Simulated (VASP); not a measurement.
Output of a VASP run:

### OSZICAR
```
       N       E                     dE             d eps       ncg     rms          rms(c)
DAV:   1     0.111283970984E+03    0.11128E+03   -0.82269E+03   264   0.113E+03
DAV:   2    -0.598792207088E+01   -0.11727E+03   -0.11279E+03   268   0.308E+02
DAV:   3    -0.115434050660E+02   -0.55555E+01   -0.55258E+01   420   0.573E+01
DAV:   4    -0.117309476585E+02   -0.18754E+00   -0.18749E+00   296   0.688E+00
DAV:   5    -0.117321292495E+02   -0.11816E-02   -0.11810E-02   332   0.587E-01    0.136E+01
DAV:   6    -0.103624757515E+02    0.13697E+01   -0.65818E+00   248   0.240E+01    0.278E+00
DAV:   7    -0.101404269556E+02    0.22205E+00   -0.45776E-01   240   0.628E+00    0.156E+00
DAV:   8    -0.101325397938E+02    0.78872E-02   -0.22738E-02   292   0.108E+00    0.993E-01
DAV:   9    -0.101386524142E+02   -0.61126E-02   -0.26405E-02   252   0.138E+00    0.675E-01
DAV:  10    -0.101288558728E+02    0.97965E-02   -0.12125E-02   244   0.926E-01    0.791E-02
DAV:  11    -0.101288817355E+02   -0.25863E-04   -0.65587E-04   328   0.187E-01    0.310E-02
DAV:  12    -0.101288836676E+02   -0.19321E-05   -0.19201E-05   312   0.351E-02    0.130E-02
DAV:  13    -0.101288817437E+02    0.19239E-05   -0.12852E-06   196   0.110E-02    0.284E-03
DAV:  14    -0.101288812567E+02    0.48708E-06   -0.40251E-07   148   0.545E-03
   1 F= -.10128881E+02 E0= -.10106079E+02  d E =-.456046E-01
```

**OUTCAR**
```
------------------------ aborting loop because EDIFF is reached ----------------------------------------
  FORCE on cell =-STRESS in cart. coord.  units (eV):
  Direction    XX          YY          ZZ          XY          YZ          ZX
  --------------------------------------------------------------------------------------
  Total       -1.1480802     -0.9360637      0.6761224     -0.0038761     -0.0086115      0.0336461
  in kB      -68.6380926    -55.9626679     40.4220495     -0.2317334     -0.5148371      2.0115384
  external PRESSURE =     -28.0595703 kB  Pullay stress =       0.0000000 kB
  volume of cell :       26.80
      direct lattice vectors                 reciprocal lattice vectors
     2.734449000  0.000000000  0.000000000     0.365704389  0.000000000  0.000000000
     0.000000000  2.734449000  0.000000000     0.000000000  0.365704389  0.000000000
     0.000000000  0.000000000  3.584082000     0.000000000  0.000000000  0.279011474
 POSITION                                       TOTAL-FORCE (eV/Angst)
 -----------------------------------------------------------------------------------
      1.40767      1.35747      1.82065        -0.286047      0.072966     -0.405068
      2.69400      0.00976      3.55547         0.286047     -0.072966      0.405068
 -----------------------------------------------------------------------------------
    total drift:                               -0.000117     -0.000348      0.000060
  FREE ENERGIE OF THE ION-ELECTRON SYSTEM (eV)
  ---------------------------------------------------
  free  energy   TOTEN  =       -10.1288812567 eV

  energy  without entropy=      -10.0832766922  energy(sigma->0) =      -10.10607897
```
(Selected blocks of OUTCAR.)

### POSCAR
```
LiTc
1
    2.7344490000     0.0000000000     0.0000000000
    0.0000000000     2.7344490000     0.0000000000
    0.0000000000     0.0000000000     3.5840820000
Li Tc
1 1
Direct
  0.5147910000   0.4964310000   0.5079830000
 -0.0147910000   0.0035690000  -0.0079830000
```

### Question
Reconstruct the remaining input files.

### Answer
Several could match; the one computed here: the input of the run itself, PBE GGA, plane waves, VASP's PBE PAW potentials (set 64).

### INCAR
```
# general
SYSTEM   =  LiTc
PREC     =  Accurate
ENCUT    =  400
LREAL    =  .FALSE.   # projection in real space or not
LASPH    =  .TRUE.   # aspherical one-centre terms

# electronic loop
EDIFF    =  1E-6   # SCF stop (eV)
NELM     =  100   # most electronic steps
ALGO     =  Normal   # blocked Davidson
LMAXMIX  =  4

# smearing
ISMEAR   =  -1
SIGMA    =  0.05   # width (eV)

# functional
GGA      =  PE   # PBE

# ions
ISIF     =  2

# output
LWAVE    =  .FALSE.
LCHARG   =  .FALSE.
```

File KPOINTS:
```
Automatic mesh
0
G
3 3 2
```

POTCAR, in this order: Li_sv Tc_pv (PBE.64 set). Program: vasp_std.

At this cut-off the stress carries a Pulay error, which pulls relaxed volumes low.

The structure was generated: LiTc was put into an ordered model structure, which need not be its known phase. The cell was not relaxed at this level, atoms are displaced from their ideal sites. The k-mesh is coarse (spacing up to 0.88 per Å, 2π included), so the numbers may not be converged in it. The run is one of a series of settings (KPOINTS 3×3×2 Γ-centred mesh against the base run), some of them coarse on purpose.
